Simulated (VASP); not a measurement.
All values below come from vdW-DF-cx, VASP's PBE PAW potentials (set 64) (plane waves; VASP).

VASP ran on this input.

INCAR:
```
SYSTEM = PbTe
PREC = Accurate
ENCUT = 520
EDIFF = 1E-7
NELM = 100
ALGO = Normal
LREAL = .FALSE.
LASPH = .TRUE.
ISMEAR = 0
SIGMA = 0.05
GGA = CX
LUSE_VDW = .TRUE.
AGGAC = 0.0
LMAXMIX = 4
LWAVE = .FALSE.
LCHARG = .FALSE.
LORBIT = 11
ICHARG = 11
```

File POSCAR:
```
PbTe
1
    0.0000000000     3.2300000000     3.2300000000
    3.2300000000     0.0000000000     3.2300000000
    3.2300000000     3.2300000000     0.0000000000
Te Pb
1 1
Direct
  0.5000000000   0.5000000000   0.5000000000
  0.0000000000   0.0000000000   0.0000000000
```

KPOINTS:
```
k-points along high-symmetry lines
15
Line-mode
Reciprocal
  0.000000   0.000000   0.000000 ! GAMMA
  0.500000   0.000000   0.500000 ! X

  0.500000   0.000000   0.500000 ! X
  0.625000   0.250000   0.625000 ! U

  0.375000   0.375000   0.750000 ! K
  0.000000   0.000000   0.000000 ! GAMMA

  0.000000   0.000000   0.000000 ! GAMMA
  0.500000   0.500000   0.500000 ! L

  0.500000   0.500000   0.500000 ! L
  0.500000   0.250000   0.750000 ! W

  0.500000   0.250000   0.750000 ! W
  0.500000   0.000000   0.500000 ! X
```

POTCAR, in this order: Te Pb_d (PBE.64 set). Program: vasp_std. Read from the step before: CHGCAR.

What VASP printed:

File OUTCAR:
```
 ion  position               nearest neighbor table
   1  0.500  0.500  0.500-   2 3.23   2 3.23   2 3.23   2 3.23   2 3.23   2 3.23
   2  0.000  0.000  0.000-   1 3.23   1 3.23   1 3.23   1 3.23   1 3.23   1 3.23
  LATTYP: Found a face centered cubic cell.
 ALAT       =     6.4600000000
 Subroutine PRICEL returns:
 Original cell was already a primitive cell.
 Subroutine GETGRP returns: Found 48 space group operations
The static configuration has the point symmetry O_h .
The dynamic configuration has the point symmetry O_h .
 Subroutine INISYM returns: Found 48 space group operations
   k-points           NKPTS =     90   k-points in BZ     NKDIM =     90   number of bands    NBANDS=     14
   number of dos      NEDOS =    301   number of ions     NIONS =      2
   total plane-waves  NPLWV =  46656
   dimension x,y,z NGX =    36 NGY =   36 NGZ =   36
   dimension x,y,z NGXF=    72 NGYF=   72 NGZF=   72
   ions per type =               1   1
   PREC   = accura    normal or accurate (medium, high low for compatibility)
   ISTART =      0    job   : 0-new  1-cont  2-samecut
   ICHARG =     11    charge: 1-file 2-atom 10-const
   ISPIN  =      1    spin polarized calculation?
   LNONCOLLINEAR =      F non collinear calculations
   LSORBIT =      F    spin-orbit coupling
   INIWAV =      1    electr: 0-lowe 1-rand  2-diag
   ENCUT  =  520.0 eV  38.22 Ry    6.18 a.u.   8.49  8.49  8.49*2*pi/ulx,y,z
   NELM   =    100;   NELMIN=  2; NELMDL= -5     # of ELM steps
   EDIFF  = 0.1E-06   stopping-criterion for ELM
   LREAL  =      F    real-space projection
   NLSPLINE    = F    spline interpolate recip. space projectors
   LMAXMIX     =    4 max onsite mixed and CHGCAR
   VOSKOWN=      0    Vosko Wilk Nusair interpolation
   EDIFFG = 0.1E-05   stopping-criterion for IOM
   NSW    =      0    number of steps for IOM
   NBLOCK =      1;   KBLOCK =      1    inner block; outer block
   IBRION =     -1    ionic relax: 0-MD 1-quasi-New 2-CG
   NFREE  =      0    steps in history (QN), initial steepest desc. (CG)
   ISIF   =      2    stress and relaxation
   ISYM   =      2    0-nonsym 1-usesym 2-fastsym
   TEIN   =    0.0    initial temperature
   TEBEG  =    0.0;   TEEND  =   0.0 temperature during run
   SMASS  =  -3.00    Nose mass-parameter (am)
   PSTRESS=    0.0 pullay stress
   NELECT =      20.0000    total number of electrons
   EFERMI =   0.00;   METHOD = LEGACY
   ISMEAR =     0;   SIGMA  =   0.05  broadening in eV -4-tet -1-fermi 0-gaus
   IALGO  =     38    algorithm
   LDIAG  =      T    sub-space diagonalisation (order eigenvalues)
   IMIX   =      4    mixing-type and parameters
     AMIX     =   0.40;   BMIX     =  1.00
     AMIX_MAG =   1.60;   BMIX_MAG =  1.00
     AMIN     =   0.10
   GGA     = CX    functional components
   VOSKOWN =     0    Vosko Wilk Nusair interpolation
   LHFCALC =     F    Hartree Fock is set to
   LHFONE  =     F    Hartree Fock one center treatment
   AEXX    =    0.0000 exact exchange contribution
   LUSE_VDW   =     T    switch on vdW DFT
   IVDW    =     0    specifies the selected vdW correction
   LEPSILON=     F    determine dielectric tensor
   LRPA    =     F    only Hartree local field effects (RPA)
  energy-cutoff  :      520.00
  volume of cell :       67.40
      direct lattice vectors                 reciprocal lattice vectors
     0.000000000  3.230000000  3.230000000    -0.154798762  0.154798762  0.154798762
     3.230000000  0.000000000  3.230000000     0.154798762 -0.154798762  0.154798762
     3.230000000  3.230000000  0.000000000     0.154798762  0.154798762 -0.154798762
 k-point     1 :   0.0000 0.0000 0.0000  plane waves:    1837
 k-point     2 :   0.0357 0.0000 0.0357  plane waves:    1824
 k-point     3 :   0.0714 0.0000 0.0714  plane waves:    1832
 k-point     4 :   0.1071 0.0000 0.1071  plane waves:    1832
 k-point     5 :   0.1429 0.0000 0.1429  plane waves:    1836
 k-point     6 :   0.1786 0.0000 0.1786  plane waves:    1824
 k-point     7 :   0.2143 0.0000 0.2143  plane waves:    1820
 k-point     8 :   0.2500 0.0000 0.2500  plane waves:    1828
 k-point     9 :   0.2857 0.0000 0.2857  plane waves:    1820
...
```

File OSZICAR:
```
       N       E                     dE             d eps       ncg     rms          rms(c)
DAV:   1     0.157393778864E+03    0.15739E+03   -0.93431E+03  2520   0.138E+03
DAV:   2     0.817746056232E+01   -0.14922E+03   -0.14629E+03  2592   0.335E+02
DAV:   3    -0.274918897185E+01   -0.10927E+02   -0.10736E+02  3402   0.974E+01
DAV:   4    -0.302417278496E+01   -0.27498E+00   -0.27488E+00  3052   0.189E+01
DAV:   5    -0.303383319645E+01   -0.96604E-02   -0.96602E-02  3536   0.307E+00
DAV:   6    -0.303426486137E+01   -0.43166E-03   -0.43166E-03  3442   0.561E-01
DAV:   7    -0.303426791149E+01   -0.30501E-05   -0.30501E-05  3626   0.496E-02
DAV:   8    -0.303426797094E+01   -0.59444E-07   -0.59436E-07  3038   0.689E-03
   1 F= -.30342680E+01 E0= -.30342680E+01  d E =-.274439E-15
```

### OUTCAR
```
 val. band max:        5.4999492512   @ k =   0.5000   0.5000   0.5000

 cond. band min:       6.2119337998   @ k =   0.5000   0.5000   0.5000



 k-point     1 :       0.0000    0.0000    0.0000
  band No.  band energies     occupation
      1     -11.1454      2.00000
      2     -11.1454      2.00000
      3     -11.1356      2.00000
      4     -11.1356      2.00000
      5     -11.1356      2.00000
      6      -6.5254      2.00000
      7      -0.1335      2.00000
      8       4.1743      2.00000
      9       4.1743      2.00000
     10       4.1743      2.00000
     11       9.5474      0.00000
     12       9.5474      0.00000
     13       9.5474      0.00000
     14      11.3116      0.00000

 k-point     2 :       0.0357    0.0000    0.0357
  band No.  band energies     occupation
      1     -11.1459      2.00000
      2     -11.1453      2.00000
      3     -11.1357      2.00000
      4     -11.1352      2.00000
      5     -11.1352      2.00000
      6      -6.5107      2.00000
      7      -0.1839      2.00000
      8       4.1510      2.00000
      9       4.1510      2.00000
     10       4.2584      2.00000
     11       9.2994      0.00000
     12       9.5454      0.00000
     13       9.5454      0.00000
     14      11.1987      0.00000

 k-point     3 :       0.0714    0.0000    0.0714
  band No.  band energies     occupation
      1     -11.1475      2.00000
      2     -11.1449      2.00000
      3     -11.1360      2.00000
      4     -11.1343      2.00000
      5     -11.1343      2.00000
      6      -6.4666      2.00000
      7      -0.3221      2.00000
      8       4.0832      2.00000
      9       4.0832      2.00000
     10       4.4913      2.00000
     11       8.7160      0.00000
     12       9.5470      0.00000
     13       9.5470      0.00000
     14      10.9405      0.00000

 k-point     4 :       0.1071    0.0000    0.1071
  band No.  band energies     occupation
      1     -11.1501      2.00000
...
```

The density is held fixed in this step, so its total energy and stress have no physical meaning. Unless said otherwise, spin-orbit coupling is left out, though it shifts the bands of the heavy elements here.

The compound is PbTe in the rock salt structure. The cell was not relaxed at this level.
